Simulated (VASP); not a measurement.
Method: PBE GGA with spin-orbit coupling, VASP's PBE PAW potentials (set 64) (plane waves; VASP).

The input files of a VASP run:

**POSCAR**
```
Re
1
    1.3911780000    -2.4095910000     0.0000000000
    1.3911780000     2.4095910000     0.0000000000
    0.0000000000     0.0000000000     4.4961260000
Re
2
Direct
  0.3333330000   0.6666670000   0.2500000000
  0.6666670000   0.3333330000   0.7500000000
```

### INCAR
```
SYSTEM=Re
PREC=Accurate; ENCUT=300; LREAL=.False.
LASPH=.True.
EDIFF=1E-6; NELM=100; ALGO=Normal
LMAXMIX=6
ISMEAR=0; SIGMA=0.1
GGA=PE; GGA_COMPAT=.False.
MAGMOM=6*0.0; LSORBIT=.True.; LNONCOLLINEAR=.True.
ISIF=2
LWAVE=.False.; LCHARG=.False.; LORBIT=11
```

**KPOINTS**
```
Automatic mesh
0
Gamma
  14 14 7
0 0 0
```

POTCAR, in this order: Re (PBE.64 set). Program: vasp_ncl.

Output

File OSZICAR:
```
...
DAV:  12    -0.165114743053E+03    0.37397E+02   -0.66133E+02  7006   0.111E+02    0.325E+02
DAV:  13    -0.405600930577E+02    0.12455E+03   -0.20762E+02  7812   0.775E+01    0.587E+01
DAV:  14    -0.367940187403E+02    0.37661E+01   -0.37085E+01  7628   0.172E+01    0.118E+02
DAV:  15    -0.155641680721E+03   -0.11885E+03   -0.39400E+01  6974   0.159E+01    0.100E+02
DAV:  16    -0.544182583212E+02    0.10122E+03   -0.23390E+02  7468   0.286E+01    0.693E+01
DAV:  17    -0.769501873681E+02   -0.22532E+02   -0.19140E+02  5818   0.173E+01    0.149E+02
DAV:  18    -0.401995877708E+02    0.36751E+02   -0.12331E+02  8176   0.315E+01    0.456E+01
DAV:  19    -0.338931119194E+02    0.63065E+01   -0.28109E+01  7170   0.952E+00    0.370E+01
DAV:  20    -0.266489922616E+02    0.72441E+01   -0.22216E+01  8320   0.940E+00    0.216E+01
DAV:  21    -0.408215308925E+02   -0.14173E+02   -0.14170E+01  7116   0.663E+00    0.602E+01
DAV:  22    -0.294054339937E+02    0.11416E+02   -0.39792E+01  6934   0.135E+01    0.484E+01
DAV:  23    -0.332024220568E+02   -0.37970E+01   -0.78808E+01  4284   0.170E+01    0.553E+01
DAV:  24    -0.386691054258E+02   -0.54667E+01   -0.31546E+01  6994   0.148E+01    0.565E+01
DAV:  25    -0.107839816172E+03   -0.69171E+02   -0.58767E+01  4010   0.789E+00    0.148E+02
DAV:  26    -0.259860764652E+02    0.81854E+02   -0.79455E+01  7970   0.329E+01    0.119E+01
DAV:  27    -0.254929151624E+02    0.49316E+00   -0.68870E+00  8078   0.519E+00    0.278E+00
DAV:  28    -0.255384102776E+02   -0.45495E-01   -0.12419E-03  7506   0.181E-01    0.165E+01
DAV:  29    -0.981067499477E+02   -0.72568E+02   -0.84084E+00  6578   0.388E+00    0.105E+02
DAV:  30    -0.255705809931E+02    0.72536E+02   -0.34138E+01  6970   0.149E+01    0.167E+00
DAV:  31    -0.272801936595E+02   -0.17096E+01   -0.11057E+00  7584   0.872E-01    0.104E+01
DAV:  32    -0.281437985180E+02   -0.86360E+00   -0.64136E+00  6694   0.228E+00    0.476E+01
DAV:  33    -0.368546609425E+02   -0.87109E+01   -0.81377E+01  3790   0.618E+00    0.857E+01
DAV:  34    -0.254937356666E+02    0.11361E+02   -0.53752E+01  8284   0.257E+01    0.406E+00
DAV:  35    -0.254936509700E+02    0.84697E-04   -0.32511E-04  8240   0.379E-01    0.324E+00
DAV:  36    -0.263930499992E+02   -0.89940E+00   -0.30091E-05  8084   0.105E-01    0.125E+01
DAV:  37    -0.254936499910E+02    0.89940E+00   -0.95894E+00  8056   0.425E+00    0.215E+00
DAV:  38    -0.270175411517E+02   -0.15239E+01   -0.70241E-06  5970   0.609E-02    0.354E+01
DAV:  39    -0.256528220306E+02    0.13647E+01   -0.12955E+01  6340   0.893E+00    0.483E+00
DAV:  40    -0.254936503632E+02    0.15917E+00   -0.24817E+00  6868   0.134E+00    0.239E+00
DAV:  41    -0.254936426128E+02    0.77504E-05   -0.11967E-05  6812   0.947E-02    0.199E+00
DAV:  42    -0.278576863283E+02   -0.23640E+01   -0.37875E+00  3404   0.207E-02    0.373E+01
DAV:  43    -0.254936462315E+02    0.23640E+01   -0.14336E+01  6838   0.767E+00    0.181E+00
DAV:  44    -0.257108157495E+02   -0.21717E+00   -0.20868E-05  6710   0.734E-02    0.592E+00
DAV:  45    -0.254936551789E+02    0.21716E+00   -0.44770E+00  4366   0.361E+00    0.183E+00
DAV:  46    -0.254936459596E+02    0.92193E-05   -0.23285E-06  4320   0.341E-02    0.179E+00
DAV:  47    -0.319488846360E+02   -0.64552E+01   -0.11569E-06  3496   0.355E-02    0.330E+01
DAV:  48    -0.255002020698E+02    0.64487E+01   -0.18753E+01  7870   0.102E+01    0.167E+00
DAV:  49    -0.263761110095E+02   -0.87591E+00   -0.29735E-01  8100   0.466E-01    0.334E+01
DAV:  50    -0.296679644472E+02   -0.32919E+01   -0.30565E+01  6650   0.618E+00    0.162E+01
DAV:  51    -0.254747207813E+02    0.41932E+01   -0.10249E+01  6672   0.438E+00    0.185E+00
DAV:  52    -0.274000347357E+02   -0.19253E+01   -0.12342E-05  6642   0.477E-02    0.916E+00
DAV:  53    -0.254935410274E+02    0.19065E+01   -0.73741E+00  5258   0.365E+00    0.182E+00
DAV:  54    -0.280294553024E+02   -0.25359E+01   -0.10761E-03  4396   0.102E-01    0.375E+01
DAV:  55    -0.254936392477E+02    0.25358E+01   -0.16194E+01  6982   0.677E+00    0.299E+00
DAV:  56    -0.255105854891E+02   -0.16946E-01   -0.22272E-05  7084   0.832E-02    0.862E+00
DAV:  57    -0.352742825445E+02   -0.97637E+01   -0.48979E+00  3240   0.345E+00    0.264E+01
DAV:  58    -0.254936583083E+02    0.97806E+01   -0.84983E+00  6634   0.654E+00    0.218E+00
DAV:  59    -0.254936532650E+02    0.50433E-05   -0.11016E-03  6602   0.720E-02    0.204E+00
DAV:  60    -0.256688188453E+02   -0.17517E+00   -0.68675E-07  3070   0.334E-02    0.290E+00
DAV:  61    -0.254936487716E+02    0.17517E+00   -0.17672E+00  6424   0.109E+00    0.187E+00
DAV:  62    -0.271812307460E+02   -0.16876E+01   -0.27297E-05  2976   0.160E-02    0.281E+01
DAV:  63    -0.254936394389E+02    0.16876E+01   -0.21258E+01  7934   0.993E+00    0.181E+00
DAV:  64    -0.255999499931E+02   -0.10631E+00   -0.93111E-06  5796   0.577E-02    0.199E+00
DAV:  65    -0.254936467070E+02    0.10630E+00   -0.34504E+00  4498   0.153E+00    0.180E+00
DAV:  66    -0.254995590349E+02   -0.59123E-02   -0.75772E-06  5018   0.390E-02    0.670E+00
DAV:  67    -0.256363441689E+02   -0.13679E+00   -0.44217E+00  2996   0.260E+00    0.700E+00
DAV:  68    -0.256105931996E+02    0.25751E-01   -0.44837E+00  3368   0.255E+00    0.262E+00
DAV:  69    -0.254936465377E+02    0.11695E+00   -0.42110E+00  5434   0.166E+00    0.176E+00
DAV:  70    -0.256542346713E+02   -0.16059E+00   -0.34292E-06  4550   0.392E-02    0.763E+00
DAV:  71    -0.255442177672E+02    0.11002E+00   -0.45603E+00  2894   0.355E+00    0.467E+00
DAV:  72    -0.269976545239E+02   -0.14534E+01   -0.17891E+01  2856   0.195E+00    0.217E+01
DAV:  73    -0.270069192412E+02   -0.92647E-02   -0.28324E+01  4316   0.534E+00    0.130E+01
DAV:  74    -0.255274073041E+02    0.14795E+01   -0.51633E+00  4720   0.409E+00    0.384E+00
DAV:  75    -0.357716968036E+02   -0.10244E+02   -0.10705E+02  5078   0.250E+00    0.179E+01
DAV:  76    -0.254936218617E+02    0.10278E+02   -0.49288E+00  4372   0.346E+00    0.199E+00
DAV:  77    -0.263700169199E+02   -0.87640E+00   -0.36116E-04  3396   0.553E-02    0.178E+01
DAV:  78    -0.254936372800E+02    0.87638E+00   -0.73887E+00  6518   0.253E+00    0.200E+00
DAV:  79    -0.254936464713E+02   -0.91913E-05   -0.17102E-05  6228   0.424E-02    0.195E+00
DAV:  80    -0.409481998355E+02   -0.15455E+02   -0.12394E-06  2826   0.153E-02    0.637E+01
DAV:  81    -0.254935535315E+02    0.15455E+02   -0.17006E+01  6538   0.813E+00    0.293E+00
DAV:  82    -0.254936268096E+02   -0.73278E-04   -0.11431E-04  6540   0.134E-01    0.265E+00
DAV:  83    -0.285516765743E+02   -0.30580E+01   -0.10002E-05  6098   0.475E-02    0.238E+01
DAV:  84    -0.254936191801E+02    0.30581E+01   -0.15225E+01  5876   0.627E+00    0.237E+00
DAV:  85    -0.256330544040E+02   -0.13944E+00   -0.65589E-06  5642   0.381E-02    0.526E+00
DAV:  86    -0.258972690776E+02   -0.26421E+00   -0.34162E+00  2766   0.225E+00    0.158E+01
DAV:  87    -0.274203672291E+02   -0.15231E+01   -0.84464E+00  2790   0.485E+00    0.205E+01
DAV:  88    -0.254936513411E+02    0.19267E+01   -0.11636E+01  5916   0.476E+00    0.199E+00
DAV:  89    -0.254936435931E+02    0.77480E-05   -0.13113E-06  2928   0.402E-02    0.203E+00
DAV:  90    -0.301239950521E+02   -0.46304E+01   -0.56396E-07  2706   0.326E-02    0.293E+01
DAV:  91    -0.254936469202E+02    0.46303E+01   -0.17046E+01  6524   0.827E+00    0.219E+00
DAV:  92    -0.254936446218E+02    0.22984E-05   -0.32754E-05  6520   0.634E-02    0.226E+00
DAV:  93    -0.254940403030E+02   -0.39568E-03   -0.68289E-07  2718   0.265E-02    0.203E+00
DAV:  94    -0.316273561191E+02   -0.61333E+01   -0.12630E+00  2746   0.652E-01    0.224E+01
DAV:  95    -0.255284679761E+02    0.60989E+01   -0.11187E+01  7828   0.421E+00    0.262E+00
DAV:  96    -0.262093178275E+02   -0.68085E+00   -0.94949E+00  6094   0.113E+00    0.292E+00
DAV:  97    -0.273005333209E+02   -0.10912E+01   -0.31891E+00  2764   0.110E+00    0.220E+01
DAV:  98    -0.254936433775E+02    0.18069E+01   -0.12014E+01  5806   0.468E+00    0.244E+00
DAV:  99    -0.254936481711E+02   -0.47936E-05   -0.10952E-05  6072   0.602E-02    0.234E+00
DAV: 100    -0.255098043219E+02   -0.16156E-01   -0.73674E-07  2918   0.362E-02
   1 F= -.25509804E+02 E0= -.25506799E+02  d E =-.601097E-02  mag=    -0.0000    -0.0000     0.0000
```

**OUTCAR**
```
------------------------ aborting loop EDIFF was not reached (unconverged)  ----------------------------
  FORCE on cell =-STRESS in cart. coord.  units (eV):
  Direction    XX          YY          ZZ          XY          YZ          ZX
  --------------------------------------------------------------------------------------
  Total       -0.3730849     -0.3730849     -0.5792738      0.0000000      0.0000000      0.0000000
  in kB      -19.8300469    -19.8300473    -30.7893105      0.0000000      0.0000000      0.0000000
  external PRESSURE =     -23.4831349 kB  Pullay stress =       0.0000000 kB
  volume of cell :       30.14
      direct lattice vectors                 reciprocal lattice vectors
     1.391178000 -2.409591000  0.000000000     0.359407639 -0.207504095  0.000000000
     1.391178000  2.409591000  0.000000000     0.359407639  0.207504095  0.000000000
     0.000000000  0.000000000  4.496126000     0.000000000  0.000000000  0.222413696
 POSITION                                       TOTAL-FORCE (eV/Angst)
 -----------------------------------------------------------------------------------
      1.39118      0.80320      1.12403         0.000000      0.000000      0.000000
      1.39118     -0.80320      3.37209        -0.000000     -0.000000     -0.000000
 -----------------------------------------------------------------------------------
    total drift:                               -0.000000     -0.000000      0.000000
  FREE ENERGIE OF THE ION-ELECTRON SYSTEM (eV)
  ---------------------------------------------------
  free  energy   TOTEN  =       -25.5098043219 eV

  energy  without entropy=      -25.5037933494  energy(sigma->0) =      -25.50679884

 total charge

# of ion       s       p       d       tot
------------------------------------------
    1        0.614   0.672   4.796   6.082
    2        0.614   0.672   4.796   6.082
--------------------------------------------------
tot          1.228   1.344   9.592  12.164

 magnetization (x)

# of ion       s       p       d       tot
------------------------------------------
    1        0.000   0.000   0.000   0.000
    2        0.000  -0.000   0.000   0.000
--------------------------------------------------
tot          0.000  -0.000   0.000   0.000

 magnetization (y)

# of ion       s       p       d       tot
------------------------------------------
    1        0.000   0.000   0.000   0.000
    2        0.000   0.000   0.000   0.000
--------------------------------------------------
tot          0.000   0.000   0.000   0.000

 magnetization (z)

# of ion       s       p       d       tot
------------------------------------------
    1        0.000   0.000  -0.000  -0.000
    2        0.000   0.000   0.000   0.000
--------------------------------------------------
tot          0.000   0.000  -0.000  -0.000

 Ion:    1  E_soc:     -0.6785664

 Ion:    2  E_soc:     -0.6785664
```
(Selected blocks of OUTCAR.)

stdout:
```
...
DAV:  81    -0.254935535315E+02    0.15455E+02   -0.17006E+01  6538   0.813E+00    0.293E+00
DAV:  82    -0.254936268096E+02   -0.73278E-04   -0.11431E-04  6540   0.134E-01    0.265E+00
DAV:  83    -0.285516765743E+02   -0.30580E+01   -0.10002E-05  6098   0.475E-02    0.238E+01
DAV:  84    -0.254936191801E+02    0.30581E+01   -0.15225E+01  5876   0.627E+00    0.237E+00
DAV:  85    -0.256330544040E+02   -0.13944E+00   -0.65589E-06  5642   0.381E-02    0.526E+00
DAV:  86    -0.258972690776E+02   -0.26421E+00   -0.34162E+00  2766   0.225E+00    0.158E+01
DAV:  87    -0.274203672291E+02   -0.15231E+01   -0.84464E+00  2790   0.485E+00    0.205E+01
DAV:  88    -0.254936513411E+02    0.19267E+01   -0.11636E+01  5916   0.476E+00    0.199E+00
DAV:  89    -0.254936435931E+02    0.77480E-05   -0.13113E-06  2928   0.402E-02    0.203E+00
DAV:  90    -0.301239950521E+02   -0.46304E+01   -0.56396E-07  2706   0.326E-02    0.293E+01
DAV:  91    -0.254936469202E+02    0.46303E+01   -0.17046E+01  6524   0.827E+00    0.219E+00
DAV:  92    -0.254936446218E+02    0.22984E-05   -0.32754E-05  6520   0.634E-02    0.226E+00
DAV:  93    -0.254940403030E+02   -0.39568E-03   -0.68289E-07  2718   0.265E-02    0.203E+00
DAV:  94    -0.316273561191E+02   -0.61333E+01   -0.12630E+00  2746   0.652E-01    0.224E+01
DAV:  95    -0.255284679761E+02    0.60989E+01   -0.11187E+01  7828   0.421E+00    0.262E+00
DAV:  96    -0.262093178275E+02   -0.68085E+00   -0.94949E+00  6094   0.113E+00    0.292E+00
DAV:  97    -0.273005333209E+02   -0.10912E+01   -0.31891E+00  2764   0.110E+00    0.220E+01
DAV:  98    -0.254936433775E+02    0.18069E+01   -0.12014E+01  5806   0.468E+00    0.244E+00
DAV:  99    -0.254936481711E+02   -0.47936E-05   -0.10952E-05  6072   0.602E-02    0.234E+00
DAV: 100    -0.255098043219E+02   -0.16156E-01   -0.73674E-07  2918   0.362E-02

 -----------------------------------------------------------------------------
|                                                                             |
|           W    W    AA    RRRRR   N    N  II  N    N   GGGG   !!!           |
|           W    W   A  A   R    R  NN   N  II  NN   N  G    G  !!!           |
|           W    W  A    A  R    R  N N  N  II  N N  N  G       !!!           |
|           W WW W  AAAAAA  RRRRR   N  N N  II  N  N N  G  GGG   !            |
|           WW  WW  A    A  R   R   N   NN  II  N   NN  G    G                |
|           W    W  A    A  R    R  N    N  II  N    N   GGGG   !!!           |
|                                                                             |
|     The electronic self-consistency was not achieved in the given           |
|     number of steps (NELM). The forces and other quantities evaluated       |
|     might not be reliable so examine the results carefully. If you find     |
|     spurious results, we suggest increasing NELM, if you were close to      |
|     convergence or switching to a different ALGO or adjusting the           |
|     density mixing parameters otherwise.                                    |
|                                                                             |
 -----------------------------------------------------------------------------

   1 F= -.25509804E+02 E0= -.25506799E+02  d E =-.601097E-02  mag=    -0.0000    -0.0000     0.0000
```

The run did not converge; its last values are not results.

At this cut-off the stress carries a Pulay error, which pulls relaxed volumes low.

The structure is a typed Re crystal (P6_3/mmc). The cell was not relaxed at this level. The run is one of a series of settings (GGA_COMPAT = .FALSE., LNONCOLLINEAR = .TRUE., LSORBIT = .TRUE., MAGMOM = 0.0 0.0 0.0 0.0 0.0 0.0, program vasp_ncl against the base run), some of them coarse on purpose.
